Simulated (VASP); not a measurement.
```yaml
crystal:
  lattice:
    - [-2.88150, 2.88150, 2.88150]
    - [2.88150, -2.88150, 2.88150]
    - [2.88150, 2.88150, -2.88150]
  atoms:
    - { symbol: Rb, position: [0.00000, 0.00000, 0.00000] }
```

The base run (VASP): PBE GGA, plane waves, VASP's PBE PAW potentials (set 64). Numerical set-up: 400 eV cut-off, 8×8×8 Γ-centred mesh, first-order Methfessel-Paxton smearing of 0.10 eV, potentials Rb_sv.

One setting is varied; ΔE counts from the base run. The base run took about 20 core-seconds. The timings are rough (shared machines, no repeats); factors under 2 mean little.

Pressures at a finite cut-off, here 400 eV, hold a Pulay part, which wasn't tested here.

```csv
setting,cost over the base run,electronic steps,ΔE (meV/atom),pressure (GPa)
base run,reference,10,0.0,-0.12
ISYM = 1,within a factor of 2,10,0.0,-0.12
SYMPREC = 1E-3,within a factor of 2,10,0.0,-0.12
ISYM = 0,about 7 times,10,0.0,-0.12
ISYM = -1,about 20 times,10,0.0,-0.12
```

Left out are runs that failed, have no time on record or changed the cell.

The compound is Rb in the bcc structure. The cell was not relaxed at this level.
